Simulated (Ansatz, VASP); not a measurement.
# Cross-check of TiAu between VASP and Ansatz

Aim: how closely do two programs agree when they are given the same cell, functional and k mesh? The cell is taken from a series of runs on this material, whose earlier steps may have relaxed, scaled, displaced or heated it; both programs get it as it stands. Valence electrons are named where the data sets of a main pair hold unlike numbers.

Calculated with Ansatz 0.2.0; plane waves, with VASP 6.6.1 beside it; electric field gradients at PBEsol with D3(BJ).

### Step 1. Set-up

It takes space group Pmma (No. 51, orthorhombic). The conventional cell has a = 4.554 Å, b = 2.809 Å, c = 4.864 Å, α = 90.00°, β = 90.00°, γ = 90.00°. Ti has 8 Au at 2.76 to 2.83 Å and 4 Ti at 2.81 to 2.89 Å nearest. Au has 8 Ti at 2.76 to 2.83 Å and 4 Au at 2.81 to 2.87 Å nearest. Farther neighbours are not listed.

### Step 2. Ansatz: electric field gradients, PBEsol with D3(BJ)

Ansatz runs on its default PAW (the set named soft_2) files.

Field gradients test the density near the nuclei, where the PAW reconstruction matters most.

File input.yaml:

```yaml
crystal:
  lattice:
    - [4.5537516112, 0.0, 0.0]
    - [0.0, 2.8089588544, 0.0]
    - [0.0, 0.0, 4.8635001011]
  atoms:
    - { symbol: Ti, position: [0.25, 0.0, 0.8166752463] }
    - { symbol: Ti, position: [0.75, 0.0, 0.1833247537] }
    - { symbol: Au, position: [0.25, 0.5, 0.3211522654] }
    - { symbol: Au, position: [0.75, 0.5, 0.6788477346] }
hamiltonian:
  xc: pbesol
  pseudopotentials: { kind: paw }
  dispersion: d3bj
kpoints:
  mp_grid: { grid: [6, 9, 6] }
scf:
  occupations: { method: methfessel_paxton, width: 0.2 }
  n_extra_bands: 5
output:
  forces: true
  stress: true
  eigenvalues: true
  efg: {}
```

Launch:

```bash
ansatz run input.yaml --threads 2 --pin off --max-ram 4608MiB --backend cpu --events-out ev --progress --plain --runs-dir out
```

Numbers of over 12 decimals in the logs are rounded to 6 here.

What it wrote:

```text
scf.n_extra_bands = 5 over 31 filled bands (N_el = 62.0): the run solves 36 bands
Au: output.efg is read without spin–orbit coupling, which moves field gradients at and beside such atoms by some per cent and up to a factor of two; PAW files take it under magnetization.noncollinear and magnetization.spin_orbit
Engine: ansatz 0.2.0, aarch64-unknown-linux-gnu
Pseudopotentials: kind: paw
Pseudopotential: Ti, paw, valence charge 12, recommended cutoff 420 eV (normal), Ti.paw.azcp
Pseudopotential: Au, paw, valence charge 19, recommended cutoff 420 eV (normal), Au.paw.azcp
Functional definition: PBEsol
  exchange = pbesol_x
  correlation = pbesol_c
Crystal: 4 atoms, lattice volume = 62.210 Å³
Basis set: ecut = 420 eV, 1207 PW (Γ), exchange–correlation on 64×40×72 points (8 copies of the dense FFT grid, shifted against one another)
Bands: 36, of which v1, the nominal top of the filled ones, is band 31 counted from 1 (30 counted from 0)
Symmetry: 8 space group operations
Space group: Pmma (ITA 51), of the structure as read, at distance tolerance 4.0e-5 Å
k-points: 80 of 324
Non-local potential: Ti, projectors of the file, l = 0: 3, l = 1: 2, l = 2: 3, l = 3: 1
Non-local potential: Au, projectors of the file, l = 0: 3, l = 1: 2, l = 2: 2, l = 3: 1
PAW form: soft (Blöchl's): semilocal exchange-correlation on the pseudo side does not see the compensation charge
PAW frozen core: Ti, regenerated for the run's functional, and the local potential with it (the file was generated under x = pbe(κ = 0.804, μ = 0.219515), c = pbe(β = 0.066725))
PAW frozen core: Au, regenerated for the run's functional, and the local potential with it (the file was generated under x = pbe(κ = 0.804, μ = 0.219515), c = pbe(β = 0.066725))
PAW one-centre angular grid: Ti, 590 points (default); XC on 64 Gauss nodes
PAW one-centre angular grid: Au, 590 points (default); XC on 64 Gauss nodes
Initial density: superposition of atomic densities (neutral atoms: chi_scale 0, normalization atom), corrected by the library's trained network
Initial wavefunctions: pseudopotential atomic-orbital guess
Functional: x = pbesol(κ = 0.804, μ = 0.123457), c = pbesol(β = 0.046)
SCF iter   1: F=—  HF=-30966.372173 eV  |F-HF|=—  |Δ(HF+E_count)|=         —  Δρ=9.07e-3  dr2=4.03e-2  ethr=1.77e-3  ⟨swp⟩=3.3  Hψ=8291  notcnv=0
preconditioner: auto → Kerker (q_TF=auto, 2.727 Å⁻¹)  [metal: Δε(μ)=0.009 eV  Ē_g=5.708 eV  σ=0.200 eV  W_gap=0.04  n_scr=20 (ndim 8)  ℏωp=25.8 eV  f_vac=0.000  D(μ)=4.86/eV (n_scr^D=54)]
SCF iter   2: F=—  HF=-30966.364421 eV  |F-HF|=—  |Δ(HF+E_count)|=   7.75e-3  S|Δr|=    0.00e0  Δρ=4.31e-3  dr2=1.01e-2  ethr=6.49e-5  ⟨swp⟩=2.6  Hψ=5123  notcnv=0
SCF iter   3: F=—  HF=-30966.361916 eV  |F-HF|=—  |Δ(HF+E_count)|=   2.51e-3  S|Δr|=    0.00e0  Δρ=9.77e-4  dr2=1.03e-3  ethr=1.63e-5  ⟨swp⟩=2.0  Hψ=4039  notcnv=0
SCF iter   4: F=—  HF=-30966.361702 eV  |F-HF|=—  |Δ(HF+E_count)|=   2.14e-4  S|Δr|=    0.00e0  Δρ=2.13e-4  dr2=6.35e-5  ethr=1.67e-6  ⟨swp⟩=2.0  Hψ=4088  notcnv=0
SCF iter   5: F=—  HF=-30966.361635 eV  |F-HF|=—  |Δ(HF+E_count)|=   6.72e-5  S|Δr|=    0.00e0  Δρ=5.68e-5  dr2=1.88e-6  ethr=1.02e-7  ⟨swp⟩=2.0  Hψ=4065  notcnv=0
SCF iter   6: F=—  HF=-30966.361635 eV  |F-HF|=—  |Δ(HF+E_count)|=   2.41e-7  S|Δr|=    0.00e0  Δρ=1.53e-5  dr2=1.54e-7  ethr=3.03e-9  ⟨swp⟩=2.0  Hψ=4196  notcnv=0
SCF iter   7: F=-30966.361635 eV  HF=-30966.361635 eV  |F-HF|=2.14e-9  |Δ(HF+E_count)|=   2.69e-8  S|Δr|=    0.00e0  Δρ=4.02e-6  dr2=8.61e-9  ethr=1.61e-10  ⟨swp⟩=4.5  Hψ=9872  notcnv=0
the search or the solves at the SCF's close seem to have found levels that the self-consistency loop had missed (the run counts 1). By its estimate they hold under 1e-12 electrons; where the run keeps them, the occupations were computed again with them
SCF 1 converged in 7 iterations: F = -30966.361635 eV  dr2 = 8.61e-9
  greatest PAW one-centre occupation: 1.001 electrons in one spin orbital (limit 2), on the Au atom at site 3 (counted from 0), in its partial waves of l = 0
SCF converged after 7 iterations
Stability not checked: this state was not tested for a lower state beside it, because cold or Methfessel-Paxton smearing, or corrected tetrahedra, fill the levels in a way that the test cannot read (fill_not_monotonic; see scf.lower_state_search)
Free energy (F): -30966.361635 eV
Harris-Foulkes:  -30966.361635 eV  (|F-HF|=2.14e-9)
Internal energy: -30966.357927 eV  (E = F + TS)
E sigma→0 (E₀):  -30966.360708 eV
Entropy (-TS):   -0.003708 eV (-0.927 meV/atom)
Fermi energy:    19.388135 eV
--- Per-component energies (eV) ---
  E_band       = -679.430573
  E_kinetic    = 1759.103040
  E_local      = -4980.929787  (includes V_loc(G=0)·N_el)
  E_nonlocal   = 166.278492
  E_hartree    = 2119.468293
  E_xc         = -652.391564
  E_vxc        = -800.029532  (∫ρ·V_xc dr)
  E_paw        = -21172.484440  (= ΣΔE_a)
  E_vpaw       = -1062.788768  (= ΣTr[D̂ρ^β])
  E_aug_tail   = 0.002975  (compensation charges beyond the density's cutoff)
  E_ewald      = -8203.588870
  E_disp       = -2.713792  (pairwise vdW)
  E_core_change = 0.897727  (= ΣΔE_core)
  E_smearing   = -0.003708  (= −TS)
  E_closure    = -0.000000  (closes the sum)
  Σ components = -30966.361635   (vs F -30966.361635, Δ=0.00e0)
--- Forces (eV/Å), atoms counted from 1 ---
  atom   1  Ti     0.00000000     0.00000000    -0.00810707
  atom   2  Ti     0.00000000     0.00000000     0.00810707
  atom   3  Au     0.00000000     0.00000000    -0.00606054
  atom   4  Au     0.00000000     0.00000000     0.00606054
  max |Σ_I F_I| component: 0.00e0 eV/Å
--- Stress (GPa, compression-positive) ---
        0.453517       0.000000       0.000000
        0.000000       0.358325       0.000000
        0.000000       0.000000       0.464253
  P = ⅓ Tr σ = 0.4254 GPa (4.254 kbar)
--- PAW observables at the nuclei: V_zz in 10²¹ V/m², potentials from the cell's mean, atoms counted from 1 ---
  atom   1  Ti V_zz =    +0.685630   η = 0.7856   by run symmetry: allowed
            electrostatic potential = -2539.124602 V   contact ρ = none
  atom   2  Ti V_zz =    +0.685630   η = 0.7856   by run symmetry: allowed
            electrostatic potential = -2539.124602 V   contact ρ = none
  atom   3  Au V_zz =    +5.728669   η = 0.2746   by run symmetry: allowed
            electrostatic potential = -16459.117214 V   contact ρ = none
  atom   4  Au V_zz =    +5.728669   η = 0.2746   by run symmetry: allowed
            electrostatic potential = -16459.117214 V   contact ρ = none
--- Band table (eV; the first three rows and the last of 80) ---
  k-point 0: bands = [... 27 lower, 16.1548, 17.8549, 18.7593, 18.9907, 19.2276, 19.4606, 21.1473, 21.6995, ... 1 higher]
  k-point 1: bands = [... 27 lower, 15.7389, 17.8495, 18.6810, 18.9225, 19.1584, 19.3862, 21.5576, 21.6181, ... 1 higher]
  k-point 2: bands = [... 27 lower, 15.3633, 17.8210, 18.6029, 18.8051, 19.0146, 19.2550, 20.5781, 21.3368, ... 1 higher]
  k-point 79: bands = [... 27 lower, 17.7548, 19.0906, 19.0906, 19.9388, 19.9388, 20.2900, 20.2900, 21.6071, ... 1 higher]
```

The run ends at a pressure of 0.43 GPa, with forces up to 0.0081 eV/Å.

### Step 3. VASP: electric field gradients, PBEsol with D3(BJ)

The same cell, functional, mesh and smearing now go to VASP, with its own data sets.

Lines of VASP's logs that name or quote its potential files are left out, and so is its time.

File INCAR:

```
SYSTEM = TiAu
PREC = Accurate
ENCUT = 620
EDIFF = 1E-06
NELM = 100
ISMEAR = 1
SIGMA = 0.2
LREAL = .FALSE.
ALGO = Normal
GGA = PS
IVDW = 12
NBANDS = 38
LORBIT = 11
LWAVE = .FALSE.
LCHARG = .FALSE.
KPAR = 2
ISIF = 2
LEFG = .TRUE.
LASPH = .TRUE.
```

File POSCAR:

```
TiAu
1.0
    4.5537516112      0.0000000000      0.0000000000
    0.0000000000      2.8089588544      0.0000000000
    0.0000000000      0.0000000000      4.8635001011
Ti Au
2 2
Direct
    0.2500000000      0.0000000000      0.8166752463
    0.7500000000      0.0000000000      0.1833247537
    0.2500000000      0.5000000000      0.3211522654
    0.7500000000      0.5000000000      0.6788477346
```

File KPOINTS:

```
Automatic mesh
0
Gamma
6 9 6
0 0 0
```

The projector-augmented-wave data sets are Ti_sv_GW and Au_sv_GW (PBE family, release 64).

Launch:

```bash
mpirun -np 2 vasp_std
```

What it wrote:

```text
[banner, memory and clock lines left out]
running    2 mpi-ranks, on    1 nodes
 distrk:  each k-point on    1 cores,    2 groups
 distr:  one band on    1 cores,    1 groups

 POSCAR found type information on POSCAR TiAu
 POSCAR found :  2 types and       4 ions
|                                                                             |
|               ----> ADVICE to this user running VASP <----                  |
|                                                                             |
|     You enforced a specific xc type in the INCAR file but a different       |
|     [... a line on the potential file left out ...]
|     I HOPE YOU KNOW WHAT YOU ARE DOING!                                     |
|                                                                             |

 LDA part: xc-table for (Slater+PW92), standard interpolation
 POSCAR, INCAR and KPOINTS ok, starting setup
 FFT: planning ... GRIDC
 FFT: planning ... GRID_SOFT
 FFT: planning ... GRID
 WAVECAR not read
 entering main loop
       N       E                     dE             d eps       ncg     rms          rms(c)
DAV:   1     0.203465086249E+04    0.20347E+04   -0.33076E+04  6984   0.278E+03
DAV:   2     0.335095971668E+03   -0.16996E+04   -0.16552E+04  8024   0.143E+03
DAV:   3     0.133365334681E+02   -0.32176E+03   -0.30782E+03 10926   0.786E+02
DAV:   4    -0.298117780145E+02   -0.43148E+02   -0.39428E+02 12088   0.283E+02
DAV:   5    -0.354505599273E+02   -0.56388E+01   -0.53184E+01 12008   0.943E+01    0.201E+01
DAV:   6    -0.297607891198E+02    0.56898E+01   -0.41111E+01 11400   0.828E+01    0.201E+01
DAV:   7    -0.293920312898E+02    0.36876E+00   -0.73408E+00 12104   0.376E+01    0.484E+00
DAV:   8    -0.293984021602E+02   -0.63709E-02   -0.14103E+00 11760   0.133E+01    0.511E+00
DAV:   9    -0.294183009904E+02   -0.19899E-01   -0.40719E-01 10488   0.680E+00    0.105E+00
DAV:  10    -0.294272010245E+02   -0.89000E-02   -0.14544E-01 11528   0.293E+00    0.165E-01
DAV:  11    -0.294323861676E+02   -0.51851E-02   -0.50676E-02 12128   0.132E+00    0.200E-01
DAV:  12    -0.294343546068E+02   -0.19684E-02   -0.19284E-02 12144   0.594E-01    0.190E-02
DAV:  13    -0.294351205256E+02   -0.76592E-03   -0.75107E-03  8368   0.310E-01    0.507E-02
DAV:  14    -0.294354225705E+02   -0.30204E-03   -0.29929E-03  8032   0.170E-01    0.136E-02
DAV:  15    -0.294355376199E+02   -0.11505E-03   -0.11418E-03  7216   0.106E-01    0.106E-02
DAV:  16    -0.294355829427E+02   -0.45323E-04   -0.45114E-04  6592   0.616E-02    0.582E-03
DAV:  17    -0.294356020814E+02   -0.19139E-04   -0.19027E-04  6480   0.396E-02    0.411E-03
DAV:  18    -0.294356105603E+02   -0.84789E-05   -0.84819E-05  6400   0.281E-02    0.150E-03
DAV:  19    -0.294356140082E+02   -0.34479E-05   -0.34460E-05  6312   0.192E-02    0.131E-03
DAV:  20    -0.294356154360E+02   -0.14278E-05   -0.14259E-05  6120   0.149E-02    0.123E-03
DAV:  21    -0.294356160242E+02   -0.58812E-06   -0.59899E-06  5768   0.114E-02
ion   1
     0.0000000     0.0000000    -0.0000000    -2.9150374    -0.0000000    -1.6399324
     0.0000422     0.0000000    -0.0000000    -2.9150374    -0.0000000    -1.6399324
     0.0000581     0.0000000    -0.0000000    -2.9150374    -0.0000000    -1.6399324
     0.0000800     0.0000000    -0.0000000    -2.9150374    -0.0000000    -1.6399324
     0.0001102     0.0000000    -0.0000000    -2.9150373    -0.0000000    -1.6399324

     0.0000000    -0.0000000    -0.0000000    -5.7017354     0.0000000     1.9859473
     0.0000422    -0.0000000    -0.0000000    -5.7018068     0.0000000     1.9858071
     0.0000581    -0.0000000    -0.0000000    -5.7018516     0.0000000     1.9857212
     0.0000800    -0.0000000    -0.0000000    -5.7019270     0.0000000     1.9855777
     0.0001102    -0.0000000    -0.0000000    -5.7020533     0.0000000     1.9853395

ion   2
     0.0000000     0.0000000    -0.0000000    -2.9150374    -0.0000000    -1.6399324
     0.0000422     0.0000000    -0.0000000    -2.9150374    -0.0000000    -1.6399324
     0.0000581     0.0000000    -0.0000000    -2.9150374    -0.0000000    -1.6399324
     0.0000800     0.0000000    -0.0000000    -2.9150374    -0.0000000    -1.6399324
     0.0001102     0.0000000    -0.0000000    -2.9150373    -0.0000000    -1.6399324

     0.0000000    -0.0000000    -0.0000000    -5.7017354    -0.0000000     1.9859473
     0.0000422    -0.0000000    -0.0000000    -5.7018068    -0.0000000     1.9858071
     0.0000581    -0.0000000    -0.0000000    -5.7018516    -0.0000000     1.9857212
     0.0000800    -0.0000000    -0.0000000    -5.7019270    -0.0000000     1.9855777
     0.0001102    -0.0000000    -0.0000000    -5.7020533    -0.0000000     1.9853395

ion   3
     0.0000000    -0.0000000    -0.0000000    -0.7460212     0.0000000    -1.8919751
     0.0000676    -0.0000000    -0.0000000    -0.7460212     0.0000000    -1.8919751
     0.0000931    -0.0000000    -0.0000000    -0.7460212     0.0000000    -1.8919751
     0.0001282    -0.0000000    -0.0000000    -0.7460212     0.0000000    -1.8919750
     0.0001766    -0.0000000    -0.0000000    -0.7460212     0.0000000    -1.8919750

     0.0000000    -0.0000000    -0.0000000    33.9916164     0.0000000    46.3548121
     0.0000676    -0.0000000    -0.0000000    33.9182710     0.0000000    46.2385449
     0.0000931    -0.0000000    -0.0000000    33.8834731     0.0000000    46.1838429
     0.0001282    -0.0000000    -0.0000000    33.8305353     0.0000000    46.1009100
     0.0001766    -0.0000000    -0.0000000    33.7503457     0.0000000    45.9757179

ion   4
     0.0000000    -0.0000000    -0.0000000    -0.7460212    -0.0000000    -1.8919751
     0.0000676    -0.0000000    -0.0000000    -0.7460212    -0.0000000    -1.8919751
     0.0000931    -0.0000000    -0.0000000    -0.7460212    -0.0000000    -1.8919751
     0.0001282    -0.0000000    -0.0000000    -0.7460212    -0.0000000    -1.8919750
     0.0001766    -0.0000000    -0.0000000    -0.7460212    -0.0000000    -1.8919750

     0.0000000    -0.0000000    -0.0000000    33.9916164    -0.0000000    46.3548121
     0.0000676    -0.0000000    -0.0000000    33.9182710    -0.0000000    46.2385449
     0.0000931    -0.0000000    -0.0000000    33.8834731    -0.0000000    46.1838429
     0.0001282    -0.0000000    -0.0000000    33.8305353    -0.0000000    46.1009100
     0.0001766    -0.0000000    -0.0000000    33.7503457    -0.0000000    45.9757179

   1 F= -.32148611E+02 E0= -.32147397E+02  d E =-.364067E-02
```

(Part 1 of 2 ends here.)

[Lines on the potential files, build, host, timing and source positions are cut from VASP's logs without a mark.]

[Logs are printed without paths, hosts, clocks, repeated set-up lines and the standing remarks that a program may print on its own settings, such as how far it seeks lower states.]

[Hosts, paths, dates, database ids (printed as entryN), source tags and the programs' standing remarks are cut or masked in the printed files.]
